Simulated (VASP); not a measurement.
KBr (rock salt), at 0.96 of the tabulated volume:

```
CELL_PARAMETERS angstrom
      0.00000     3.25540     3.25540
      3.25540     0.00000     3.25540
      3.25540     3.25540     0.00000
ATOMIC_POSITIONS crystal
  K  0.00000 0.00000 0.00000
  Br 0.50000 0.50000 0.50000
```

The lowest empty band near Γ, direction [110], from PBE with spin-orbit coupling in VASP (PAW); its two spin partners are averaged. The gap over the points computed is 4.38 eV, and the next band on that side lies 3.06 eV away at the edge.

Settings: 400 eV cut-off, 8×8×8 Γ-centred mesh, Gaussian smearing of 0.050 eV, potentials K_sv Br.

```json
[
 {"distance from the edge in k (1/Å)": "0.018", "distance in energy (meV)": "3.3"},
 {"distance from the edge in k (1/Å)": "0.025", "distance in energy (meV)": "6.4"},
 {"distance from the edge in k (1/Å)": "0.035", "distance in energy (meV)": "12.5"},
 {"distance from the edge in k (1/Å)": "0.050", "distance in energy (meV)": "25.5"},
 {"distance from the edge in k (1/Å)": "0.070", "distance in energy (meV)": "49.7"}
]
```

### Question
Fit E(1 + αE) = ħ²k²/2m* (ħ²/2m0 = 3.810 eV Å²) and predict the row at 0.095 1/Å.

### Answer
The rows don't resolve α, so a parabola serves: the electron mass is m* = 0.375 m0, and so 91.7 meV. The run gave 90.6 meV, -1.1 meV from the fit.

Left out are points under 3 meV from the edge, since the levels carry 0.1 meV, and points farther than half the way to the next band.

The compound is KBr in the rock salt structure. The cell was not relaxed at this level.
